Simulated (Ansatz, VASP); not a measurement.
# Sn: VASP beside Ansatz

Aim: how closely do two programs agree when they are given the same cell, functional and k mesh? The cell is taken from a series of runs on this material, whose earlier steps may have relaxed, scaled, displaced or heated it; both programs get it as it stands.

Method: plane waves, with VASP 6.6.1 beside it; zone-centre phonons at PBEsol, in Ansatz 0.2.0.

### 1. Set-up

It takes space group I4_1/amd (No. 141, tetragonal). The conventional cell has a = 4.532 Å, b = 4.532 Å, c = 6.670 Å, α = 90.00°, β = 90.00°, γ = 90.00°. Sn has 4 Sn at 2.81 Å nearest. That group holds within 0.01 Å; judged at 0.001 Å it is C2/m (No. 12).

As a file:

```xyz
2
Lattice="0.0000 3.2043 3.3350 3.2043 0.0000 3.3350 3.2043 3.2043 0.0000" Properties=species:S:1:pos:R:3 pbc="T T T"
Sn    3.2038    3.2038    3.3351
Sn    4.8069    4.8069    5.0025
```

### 2. VASP: zone-centre phonons, PBEsol

Second derivatives magnify differences that forces hide, and they need a tight electronic threshold.

Lines of VASP's logs that name or quote its potential files are left out, and so is its time.

File INCAR:

```
SYSTEM = Sn
PREC = Accurate
ENCUT = 500
EDIFF = 1E-08
NELM = 120
ISMEAR = 0
SIGMA = 0.015
LREAL = .FALSE.
ALGO = Normal
GGA = PS
NBANDS = 20
LORBIT = 11
LWAVE = .FALSE.
LCHARG = .FALSE.
ISIF = 2
ISYM = 2
IBRION = 8
LASPH = .TRUE.
GGA_COMPAT = .FALSE.
KPAR = 2
```

File POSCAR:

```
Sn
1.0
    0.0000000000      3.2042738570      3.3350445729
    3.2042738570      0.0000000000      3.3350445729
    3.2042738570      3.2042738570      0.0000000000
Sn
2
Direct
    0.5000133313      0.5000133313      0.4998240910
    0.7499866687      0.7499866687      0.7501759090
```

File KPOINTS:

```
Points of the shifted mesh
1728
Reciprocal
 0.0416666667  0.0416666667  0.0416666667 1
 0.0416666667  0.0416666667  0.1250000000 1
 0.0416666667  0.0416666667  0.2083333333 1
 0.0416666667  0.0416666667  0.2916666667 1
 0.0416666667  0.0416666667  0.3750000000 1
 0.0416666667  0.0416666667  0.4583333333 1
 0.0416666667  0.0416666667  0.5416666667 1
 0.0416666667  0.0416666667  0.6250000000 1
 0.0416666667  0.0416666667  0.7083333333 1
 0.0416666667  0.0416666667  0.7916666667 1
 0.0416666667  0.0416666667  0.8750000000 1
 0.0416666667  0.0416666667  0.9583333333 1
 0.0416666667  0.1250000000  0.0416666667 1
 0.0416666667  0.1250000000  0.1250000000 1
 0.0416666667  0.1250000000  0.2083333333 1
 0.0416666667  0.1250000000  0.2916666667 1
 0.0416666667  0.1250000000  0.3750000000 1
 0.0416666667  0.1250000000  0.4583333333 1
 0.0416666667  0.1250000000  0.5416666667 1
 0.0416666667  0.1250000000  0.6250000000 1
 0.0416666667  0.1250000000  0.7083333333 1
 0.0416666667  0.1250000000  0.7916666667 1
 0.0416666667  0.1250000000  0.8750000000 1
 0.0416666667  0.1250000000  0.9583333333 1
 0.0416666667  0.2083333333  0.0416666667 1
 0.0416666667  0.2083333333  0.1250000000 1
 0.0416666667  0.2083333333  0.2083333333 1
 0.0416666667  0.2083333333  0.2916666667 1
 0.0416666667  0.2083333333  0.3750000000 1
 0.0416666667  0.2083333333  0.4583333333 1
 0.0416666667  0.2083333333  0.5416666667 1
 0.0416666667  0.2083333333  0.6250000000 1
 0.0416666667  0.2083333333  0.7083333333 1
 0.0416666667  0.2083333333  0.7916666667 1
 0.0416666667  0.2083333333  0.8750000000 1
 0.0416666667  0.2083333333  0.9583333333 1
 0.0416666667  0.2916666667  0.0416666667 1
 0.0416666667  0.2916666667  0.1250000000 1
 0.0416666667  0.2916666667  0.2083333333 1
 0.0416666667  0.2916666667  0.2916666667 1
 0.0416666667  0.2916666667  0.3750000000 1
 0.0416666667  0.2916666667  0.4583333333 1
 0.0416666667  0.2916666667  0.5416666667 1
 0.0416666667  0.2916666667  0.6250000000 1
 0.0416666667  0.2916666667  0.7083333333 1
 0.0416666667  0.2916666667  0.7916666667 1
 0.0416666667  0.2916666667  0.8750000000 1
 0.0416666667  0.2916666667  0.9583333333 1
 0.0416666667  0.3750000000  0.0416666667 1
 0.0416666667  0.3750000000  0.1250000000 1
 0.0416666667  0.3750000000  0.2083333333 1
 0.0416666667  0.3750000000  0.2916666667 1
 0.0416666667  0.3750000000  0.3750000000 1
 0.0416666667  0.3750000000  0.4583333333 1
 0.0416666667  0.3750000000  0.5416666667 1
 0.0416666667  0.3750000000  0.6250000000 1
 0.0416666667  0.3750000000  0.7083333333 1
 0.0416666667  0.3750000000  0.7916666667 1
 0.0416666667  0.3750000000  0.8750000000 1
 0.0416666667  0.3750000000  0.9583333333 1
 0.0416666667  0.4583333333  0.0416666667 1
 0.0416666667  0.4583333333  0.1250000000 1
 0.0416666667  0.4583333333  0.2083333333 1
 0.0416666667  0.4583333333  0.2916666667 1
 0.0416666667  0.4583333333  0.3750000000 1
 0.0416666667  0.4583333333  0.4583333333 1
 0.0416666667  0.4583333333  0.5416666667 1
 0.0416666667  0.4583333333  0.6250000000 1
 0.0416666667  0.4583333333  0.7083333333 1
 0.0416666667  0.4583333333  0.7916666667 1
 0.0416666667  0.4583333333  0.8750000000 1
 0.0416666667  0.4583333333  0.9583333333 1
 0.0416666667  0.5416666667  0.0416666667 1
 0.0416666667  0.5416666667  0.1250000000 1
 0.0416666667  0.5416666667  0.2083333333 1
 0.0416666667  0.5416666667  0.2916666667 1
 0.0416666667  0.5416666667  0.3750000000 1
 0.0416666667  0.5416666667  0.4583333333 1
 0.0416666667  0.5416666667  0.5416666667 1
 0.0416666667  0.5416666667  0.6250000000 1
 0.0416666667  0.5416666667  0.7083333333 1
 0.0416666667  0.5416666667  0.7916666667 1
 0.0416666667  0.5416666667  0.8750000000 1
 0.0416666667  0.5416666667  0.9583333333 1
 0.0416666667  0.6250000000  0.0416666667 1
 0.0416666667  0.6250000000  0.1250000000 1
 0.0416666667  0.6250000000  0.2083333333 1
 0.0416666667  0.6250000000  0.2916666667 1
 0.0416666667  0.6250000000  0.3750000000 1
 0.0416666667  0.6250000000  0.4583333333 1
 0.0416666667  0.6250000000  0.5416666667 1
 0.0416666667  0.6250000000  0.6250000000 1
 0.0416666667  0.6250000000  0.7083333333 1
 0.0416666667  0.6250000000  0.7916666667 1
 0.0416666667  0.6250000000  0.8750000000 1
 0.0416666667  0.6250000000  0.9583333333 1
 0.0416666667  0.7083333333  0.0416666667 1
 0.0416666667  0.7083333333  0.1250000000 1
 0.0416666667  0.7083333333  0.2083333333 1
 0.0416666667  0.7083333333  0.2916666667 1
 0.0416666667  0.7083333333  0.3750000000 1
 0.0416666667  0.7083333333  0.4583333333 1
 0.0416666667  0.7083333333  0.5416666667 1
 0.0416666667  0.7083333333  0.6250000000 1
 0.0416666667  0.7083333333  0.7083333333 1
 0.0416666667  0.7083333333  0.7916666667 1
 0.0416666667  0.7083333333  0.8750000000 1
 0.0416666667  0.7083333333  0.9583333333 1
 0.0416666667  0.7916666667  0.0416666667 1
 0.0416666667  0.7916666667  0.1250000000 1
 0.0416666667  0.7916666667  0.2083333333 1
 0.0416666667  0.7916666667  0.2916666667 1
[... 1390 lines left out ...]
 0.8750000000  0.4583333333  0.1250000000 1
 0.8750000000  0.4583333333  0.2083333333 1
 0.8750000000  0.4583333333  0.2916666667 1
 0.8750000000  0.4583333333  0.3750000000 1
 0.8750000000  0.4583333333  0.4583333333 1
 0.8750000000  0.4583333333  0.5416666667 1
 0.8750000000  0.4583333333  0.6250000000 1
 0.8750000000  0.4583333333  0.7083333333 1
 0.8750000000  0.4583333333  0.7916666667 1
 0.8750000000  0.4583333333  0.8750000000 1
 0.8750000000  0.4583333333  0.9583333333 1
 0.8750000000  0.5416666667  0.0416666667 1
 0.8750000000  0.5416666667  0.1250000000 1
 0.8750000000  0.5416666667  0.2083333333 1
 0.8750000000  0.5416666667  0.2916666667 1
 0.8750000000  0.5416666667  0.3750000000 1
 0.8750000000  0.5416666667  0.4583333333 1
 0.8750000000  0.5416666667  0.5416666667 1
 0.8750000000  0.5416666667  0.6250000000 1
 0.8750000000  0.5416666667  0.7083333333 1
 0.8750000000  0.5416666667  0.7916666667 1
 0.8750000000  0.5416666667  0.8750000000 1
 0.8750000000  0.5416666667  0.9583333333 1
 0.8750000000  0.6250000000  0.0416666667 1
 0.8750000000  0.6250000000  0.1250000000 1
 0.8750000000  0.6250000000  0.2083333333 1
 0.8750000000  0.6250000000  0.2916666667 1
 0.8750000000  0.6250000000  0.3750000000 1
 0.8750000000  0.6250000000  0.4583333333 1
 0.8750000000  0.6250000000  0.5416666667 1
 0.8750000000  0.6250000000  0.6250000000 1
 0.8750000000  0.6250000000  0.7083333333 1
 0.8750000000  0.6250000000  0.7916666667 1
 0.8750000000  0.6250000000  0.8750000000 1
 0.8750000000  0.6250000000  0.9583333333 1
 0.8750000000  0.7083333333  0.0416666667 1
 0.8750000000  0.7083333333  0.1250000000 1
 0.8750000000  0.7083333333  0.2083333333 1
 0.8750000000  0.7083333333  0.2916666667 1
 0.8750000000  0.7083333333  0.3750000000 1
 0.8750000000  0.7083333333  0.4583333333 1
 0.8750000000  0.7083333333  0.5416666667 1
 0.8750000000  0.7083333333  0.6250000000 1
 0.8750000000  0.7083333333  0.7083333333 1
 0.8750000000  0.7083333333  0.7916666667 1
 0.8750000000  0.7083333333  0.8750000000 1
 0.8750000000  0.7083333333  0.9583333333 1
 0.8750000000  0.7916666667  0.0416666667 1
 0.8750000000  0.7916666667  0.1250000000 1
 0.8750000000  0.7916666667  0.2083333333 1
 0.8750000000  0.7916666667  0.2916666667 1
 0.8750000000  0.7916666667  0.3750000000 1
 0.8750000000  0.7916666667  0.4583333333 1
 0.8750000000  0.7916666667  0.5416666667 1
 0.8750000000  0.7916666667  0.6250000000 1
 0.8750000000  0.7916666667  0.7083333333 1
 0.8750000000  0.7916666667  0.7916666667 1
 0.8750000000  0.7916666667  0.8750000000 1
 0.8750000000  0.7916666667  0.9583333333 1
 0.8750000000  0.8750000000  0.0416666667 1
 0.8750000000  0.8750000000  0.1250000000 1
 0.8750000000  0.8750000000  0.2083333333 1
 0.8750000000  0.8750000000  0.2916666667 1
 0.8750000000  0.8750000000  0.3750000000 1
 0.8750000000  0.8750000000  0.4583333333 1
 0.8750000000  0.8750000000  0.5416666667 1
 0.8750000000  0.8750000000  0.6250000000 1
 0.8750000000  0.8750000000  0.7083333333 1
 0.8750000000  0.8750000000  0.7916666667 1
 0.8750000000  0.8750000000  0.8750000000 1
 0.8750000000  0.8750000000  0.9583333333 1
 0.8750000000  0.9583333333  0.0416666667 1
 0.8750000000  0.9583333333  0.1250000000 1
 0.8750000000  0.9583333333  0.2083333333 1
 0.8750000000  0.9583333333  0.2916666667 1
 0.8750000000  0.9583333333  0.3750000000 1
 0.8750000000  0.9583333333  0.4583333333 1
 0.8750000000  0.9583333333  0.5416666667 1
 0.8750000000  0.9583333333  0.6250000000 1
 0.8750000000  0.9583333333  0.7083333333 1
 0.8750000000  0.9583333333  0.7916666667 1
 0.8750000000  0.9583333333  0.8750000000 1
 0.8750000000  0.9583333333  0.9583333333 1
 0.9583333333  0.0416666667  0.0416666667 1
 0.9583333333  0.0416666667  0.1250000000 1
 0.9583333333  0.0416666667  0.2083333333 1
 0.9583333333  0.0416666667  0.2916666667 1
 0.9583333333  0.0416666667  0.3750000000 1
 0.9583333333  0.0416666667  0.4583333333 1
 0.9583333333  0.0416666667  0.5416666667 1
 0.9583333333  0.0416666667  0.6250000000 1
 0.9583333333  0.0416666667  0.7083333333 1
 0.9583333333  0.0416666667  0.7916666667 1
 0.9583333333  0.0416666667  0.8750000000 1
 0.9583333333  0.0416666667  0.9583333333 1
 0.9583333333  0.1250000000  0.0416666667 1
 0.9583333333  0.1250000000  0.1250000000 1
 0.9583333333  0.1250000000  0.2083333333 1
 0.9583333333  0.1250000000  0.2916666667 1
 0.9583333333  0.1250000000  0.3750000000 1
 0.9583333333  0.1250000000  0.4583333333 1
 0.9583333333  0.1250000000  0.5416666667 1
 0.9583333333  0.1250000000  0.6250000000 1
 0.9583333333  0.1250000000  0.7083333333 1
 0.9583333333  0.1250000000  0.7916666667 1
 0.9583333333  0.1250000000  0.8750000000 1
 0.9583333333  0.1250000000  0.9583333333 1
 0.9583333333  0.2083333333  0.0416666667 1
 0.9583333333  0.2083333333  0.1250000000 1
 0.9583333333  0.2083333333  0.2083333333 1
 0.9583333333  0.2083333333  0.2916666667 1
 0.9583333333  0.2083333333  0.3750000000 1
 0.9583333333  0.2083333333  0.4583333333 1
 0.9583333333  0.2083333333  0.5416666667 1
 0.9583333333  0.2083333333  0.6250000000 1
 0.9583333333  0.2083333333  0.7083333333 1
 0.9583333333  0.2083333333  0.7916666667 1
 0.9583333333  0.2083333333  0.8750000000 1
 0.9583333333  0.2083333333  0.9583333333 1
 0.9583333333  0.2916666667  0.0416666667 1
 0.9583333333  0.2916666667  0.1250000000 1
 0.9583333333  0.2916666667  0.2083333333 1
 0.9583333333  0.2916666667  0.2916666667 1
 0.9583333333  0.2916666667  0.3750000000 1
 0.9583333333  0.2916666667  0.4583333333 1
 0.9583333333  0.2916666667  0.5416666667 1
 0.9583333333  0.2916666667  0.6250000000 1
 0.9583333333  0.2916666667  0.7083333333 1
 0.9583333333  0.2916666667  0.7916666667 1
 0.9583333333  0.2916666667  0.8750000000 1
 0.9583333333  0.2916666667  0.9583333333 1
 0.9583333333  0.3750000000  0.0416666667 1
 0.9583333333  0.3750000000  0.1250000000 1
 0.9583333333  0.3750000000  0.2083333333 1
 0.9583333333  0.3750000000  0.2916666667 1
 0.9583333333  0.3750000000  0.3750000000 1
 0.9583333333  0.3750000000  0.4583333333 1
 0.9583333333  0.3750000000  0.5416666667 1
 0.9583333333  0.3750000000  0.6250000000 1
 0.9583333333  0.3750000000  0.7083333333 1
 0.9583333333  0.3750000000  0.7916666667 1
 0.9583333333  0.3750000000  0.8750000000 1
 0.9583333333  0.3750000000  0.9583333333 1
 0.9583333333  0.4583333333  0.0416666667 1
 0.9583333333  0.4583333333  0.1250000000 1
 0.9583333333  0.4583333333  0.2083333333 1
 0.9583333333  0.4583333333  0.2916666667 1
 0.9583333333  0.4583333333  0.3750000000 1
 0.9583333333  0.4583333333  0.4583333333 1
 0.9583333333  0.4583333333  0.5416666667 1
 0.9583333333  0.4583333333  0.6250000000 1
 0.9583333333  0.4583333333  0.7083333333 1
 0.9583333333  0.4583333333  0.7916666667 1
 0.9583333333  0.4583333333  0.8750000000 1
 0.9583333333  0.4583333333  0.9583333333 1
 0.9583333333  0.5416666667  0.0416666667 1
 0.9583333333  0.5416666667  0.1250000000 1
 0.9583333333  0.5416666667  0.2083333333 1
 0.9583333333  0.5416666667  0.2916666667 1
 0.9583333333  0.5416666667  0.3750000000 1
 0.9583333333  0.5416666667  0.4583333333 1
 0.9583333333  0.5416666667  0.5416666667 1
 0.9583333333  0.5416666667  0.6250000000 1
 0.9583333333  0.5416666667  0.7083333333 1
 0.9583333333  0.5416666667  0.7916666667 1
 0.9583333333  0.5416666667  0.8750000000 1
 0.9583333333  0.5416666667  0.9583333333 1
 0.9583333333  0.6250000000  0.0416666667 1
 0.9583333333  0.6250000000  0.1250000000 1
 0.9583333333  0.6250000000  0.2083333333 1
 0.9583333333  0.6250000000  0.2916666667 1
 0.9583333333  0.6250000000  0.3750000000 1
 0.9583333333  0.6250000000  0.4583333333 1
 0.9583333333  0.6250000000  0.5416666667 1
 0.9583333333  0.6250000000  0.6250000000 1
 0.9583333333  0.6250000000  0.7083333333 1
 0.9583333333  0.6250000000  0.7916666667 1
 0.9583333333  0.6250000000  0.8750000000 1
 0.9583333333  0.6250000000  0.9583333333 1
 0.9583333333  0.7083333333  0.0416666667 1
 0.9583333333  0.7083333333  0.1250000000 1
 0.9583333333  0.7083333333  0.2083333333 1
 0.9583333333  0.7083333333  0.2916666667 1
 0.9583333333  0.7083333333  0.3750000000 1
 0.9583333333  0.7083333333  0.4583333333 1
 0.9583333333  0.7083333333  0.5416666667 1
 0.9583333333  0.7083333333  0.6250000000 1
 0.9583333333  0.7083333333  0.7083333333 1
 0.9583333333  0.7083333333  0.7916666667 1
 0.9583333333  0.7083333333  0.8750000000 1
 0.9583333333  0.7083333333  0.9583333333 1
 0.9583333333  0.7916666667  0.0416666667 1
 0.9583333333  0.7916666667  0.1250000000 1
 0.9583333333  0.7916666667  0.2083333333 1
 0.9583333333  0.7916666667  0.2916666667 1
 0.9583333333  0.7916666667  0.3750000000 1
 0.9583333333  0.7916666667  0.4583333333 1
 0.9583333333  0.7916666667  0.5416666667 1
 0.9583333333  0.7916666667  0.6250000000 1
 0.9583333333  0.7916666667  0.7083333333 1
 0.9583333333  0.7916666667  0.7916666667 1
 0.9583333333  0.7916666667  0.8750000000 1
 0.9583333333  0.7916666667  0.9583333333 1
 0.9583333333  0.8750000000  0.0416666667 1
 0.9583333333  0.8750000000  0.1250000000 1
 0.9583333333  0.8750000000  0.2083333333 1
 0.9583333333  0.8750000000  0.2916666667 1
 0.9583333333  0.8750000000  0.3750000000 1
 0.9583333333  0.8750000000  0.4583333333 1
 0.9583333333  0.8750000000  0.5416666667 1
 0.9583333333  0.8750000000  0.6250000000 1
 0.9583333333  0.8750000000  0.7083333333 1
 0.9583333333  0.8750000000  0.7916666667 1
 0.9583333333  0.8750000000  0.8750000000 1
 0.9583333333  0.8750000000  0.9583333333 1
 0.9583333333  0.9583333333  0.0416666667 1
 0.9583333333  0.9583333333  0.1250000000 1
 0.9583333333  0.9583333333  0.2083333333 1
 0.9583333333  0.9583333333  0.2916666667 1
 0.9583333333  0.9583333333  0.3750000000 1
 0.9583333333  0.9583333333  0.4583333333 1
 0.9583333333  0.9583333333  0.5416666667 1
 0.9583333333  0.9583333333  0.6250000000 1
 0.9583333333  0.9583333333  0.7083333333 1
 0.9583333333  0.9583333333  0.7916666667 1
 0.9583333333  0.9583333333  0.8750000000 1
 0.9583333333  0.9583333333  0.9583333333 1
```

The projector-augmented-wave data sets are Sn_d (PBE family, release 64).

Run with:

```console
> mpirun -np 2 vasp_std
```

Numbers of over 12 decimals in the logs are rounded to 6 here.

The program printed:

```text
[banner, memory and clock lines left out]
running    2 mpi-ranks, on    1 nodes
 distrk:  each k-point on    1 cores,    2 groups
 distr:  one band on    1 cores,    1 groups

 POSCAR found type information on POSCAR Sn
 POSCAR found :  1 types and       2 ions
|                                                                             |
|               ----> ADVICE to this user running VASP <----                  |
|                                                                             |
|     You enforced a specific xc type in the INCAR file but a different       |
|     [... a line on the potential file left out ...]
|     I HOPE YOU KNOW WHAT YOU ARE DOING!                                     |
|                                                                             |

 LDA part: xc-table for (Slater+PW92), standard interpolation
 POSCAR, INCAR and KPOINTS ok, starting setup
 FFT: planning ... GRIDC
 FFT: planning ... GRID_SOFT
 FFT: planning ... GRID
 WAVECAR not read
 entering main loop
       N       E                     dE             d eps       ncg     rms          rms(c)
DAV:   1     0.220791424365E+03    0.22079E+03   -0.14786E+04 69604   0.199E+03
DAV:   2     0.146701583818E+02   -0.20612E+03   -0.20233E+03 69340   0.439E+02
DAV:   3    -0.781675477350E+01   -0.22487E+02   -0.22345E+02 79100   0.141E+02
DAV:   4    -0.853434363688E+01   -0.71759E+00   -0.71723E+00 78560   0.286E+01
DAV:   5    -0.855921287941E+01   -0.24869E-01   -0.24869E-01 94816   0.518E+00    0.327E+00
DAV:   6    -0.848784510889E+01    0.71368E-01   -0.44449E-02 93300   0.279E+00    0.184E+00
DAV:   7    -0.845354433014E+01    0.34301E-01   -0.54921E-02 78768   0.265E+00    0.167E-01
DAV:   8    -0.845450868347E+01   -0.96435E-03   -0.72126E-03 76268   0.103E+00    0.544E-02
DAV:   9    -0.845475634989E+01   -0.24767E-03   -0.34937E-04 83708   0.145E-01    0.104E-02
DAV:  10    -0.845476761208E+01   -0.11262E-04   -0.19847E-05 85208   0.410E-02    0.513E-03
DAV:  11    -0.845476921828E+01   -0.16062E-05   -0.26437E-06 76344   0.123E-02    0.612E-04
DAV:  12    -0.845476910462E+01    0.11366E-06   -0.17388E-07 85844   0.487E-03    0.337E-04
DAV:  13    -0.845476908293E+01    0.21696E-07   -0.11596E-08 61168   0.851E-04    0.480E-05
DAV:  14    -0.845476909194E+01   -0.90126E-08   -0.11769E-09 43160   0.372E-04
   1 F= -.84547691E+01 E0= -.84547690E+01  d E =-.115875E-06
 Linear response reoptimize wavefunctions to high precision
DAV:   1    -0.845476909161E+01    0.33060E-09   -0.48564E-10 45304   0.276E-04
DAV:   2    -0.845476909164E+01   -0.26830E-10   -0.23894E-10 40092   0.174E-04
 Linear response DOF=           2
 Linear response progress:
  Degree of freedom:   1/  2
       N       E                     dE             d eps       ncg     rms          rms(c)
RMM:   1    -0.213958912828E+00   -0.21396E+00    0.57997E-01 86606   0.101E+01
RMM:   2    -0.220632639922E+00   -0.66737E-02   -0.19840E-02121014   0.117E+00    0.697E-02
RMM:   3    -0.220777592845E+00   -0.14495E-03   -0.16372E-03127692   0.325E-01    0.324E-02
RMM:   4    -0.220665725709E+00    0.11187E-03   -0.11586E-04126140   0.987E-02    0.111E-02
RMM:   5    -0.220651686890E+00    0.14039E-04   -0.16313E-05130018   0.330E-02    0.401E-03
RMM:   6    -0.220652331318E+00   -0.64443E-06   -0.13761E-06128083   0.947E-03    0.177E-03
RMM:   7    -0.220650742779E+00    0.15885E-05   -0.23769E-07127813   0.337E-03    0.371E-04
RMM:   8    -0.220648248742E+00    0.24940E-05   -0.32073E-08132139   0.120E-03    0.254E-04
RMM:   9    -0.220646386031E+00    0.18627E-05   -0.84477E-09131119   0.486E-04    0.552E-05
RMM:  10    -0.220646725957E+00   -0.33993E-06    0.11312E-08138381   0.195E-04    0.289E-05
RMM:  11    -0.220646716063E+00    0.98934E-08    0.14919E-08132433   0.994E-05    0.544E-06
 first order change of Fermi-energy   0.67262E+00
 force on displaced ion       1 direction 1 :  -7.826  -0.117  -0.006
 Linear response progress:
  Degree of freedom:   2/  2
       N       E                     dE             d eps       ncg     rms          rms(c)
RMM:   1    -0.214308551845E+00   -0.21431E+00    0.53181E-01 86696   0.990E+00
RMM:   2    -0.220957332583E+00   -0.66488E-02   -0.19939E-02121132   0.117E+00    0.708E-02
RMM:   3    -0.221099209445E+00   -0.14188E-03   -0.16394E-03127762   0.326E-01    0.330E-02
RMM:   4    -0.220987350961E+00    0.11186E-03   -0.11728E-04126747   0.989E-02    0.110E-02
RMM:   5    -0.220974620307E+00    0.12731E-04   -0.15977E-05130253   0.330E-02    0.397E-03
RMM:   6    -0.220975154216E+00   -0.53391E-06   -0.13035E-06127970   0.948E-03    0.167E-03
RMM:   7    -0.220973554677E+00    0.15995E-05   -0.21379E-07127965   0.343E-03    0.363E-04
RMM:   8    -0.220970720323E+00    0.28344E-05   -0.36748E-08131814   0.123E-03    0.222E-04
RMM:   9    -0.220969059095E+00    0.16612E-05    0.13270E-09131649   0.492E-04    0.469E-05
RMM:  10    -0.220969373137E+00   -0.31404E-06    0.28000E-08138197   0.207E-04    0.278E-05
RMM:  11    -0.220969272517E+00    0.10062E-06    0.26336E-08131914   0.107E-04    0.642E-06
RMM:  12    -0.220969271267E+00    0.12501E-08    0.17833E-08142210   0.582E-05    0.524E-06
 first order change of Fermi-energy   0.21668E+01
 force on displaced ion       1 direction 3 :  -0.006  -0.006  -8.265
 Linear response finished
```

[end of part 1 of 2]

[Lines on the potential files, build, host, timing and source positions are cut from VASP's logs without a mark.]

[Logs are printed without paths, hosts, clocks, repeated set-up lines and the standing remarks that a program may print on its own settings, such as how far it seeks lower states.]

[Hosts, paths, dates, database ids (printed as entryN), source tags and the programs' standing remarks are cut or masked in the printed files.]
